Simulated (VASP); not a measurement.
Given:

```xyz
3
Lattice="2.1643 -3.7487 0.0000 2.1643 3.7487 0.0000 0.0000 0.0000 5.9665" Properties=species:S:1:pos:R:3 pbc="T T T"
Te     2.7723    -2.6957     3.9777
Te     3.1127     0.0000     5.9665
Te     2.7723     2.6957     1.9888
```

Computed with PBEsol GGA, VASP's PBE PAW potentials (set 64) (plane waves; VASP). Settings: 400 eV cut-off, Gaussian smearing of 0.050 eV, potentials Te.

Q: Give the energies of bands 4 to 12 at the high-symmetry points, in eV from the Fermi level.

A: 
| band | Γ | M | K | A | L | H |
|---|---|---|---|---|---|---|
| 4 | -2.97 | -5.10 | -4.62 | -4.12 | -6.06 | -5.44 |
| 5 | -2.63 | -4.65 | -4.62 | -2.65 | -3.70 | -5.38 |
| 6 | -2.63 | -3.96 | -3.40 | -2.65 | -3.69 | -5.38 |
| 7 | -1.75 | -3.84 | -3.40 | -1.29 | -2.72 | -0.93 |
| 8 | -1.75 | -0.90 | -3.23 | -0.88 | -2.44 | -0.01 |
| 9 | -1.06 | -0.75 | -3.17 | -0.88 | -0.33 | 0.00 |
| 10 | 0.99 | 0.61 | 3.00 | 0.30 | 0.40 | 0.00 |
| 11 | 0.99 | 0.62 | 3.00 | 0.35 | 1.98 | 1.00 |
| 12 | 1.68 | 2.47 | 3.22 | 0.35 | 2.63 | 1.00 |

It has no gap at this level: it comes out as a metal or semimetal.

The compound is Te in the trig structure. It was relaxed first, which changed the volume by -5 %.
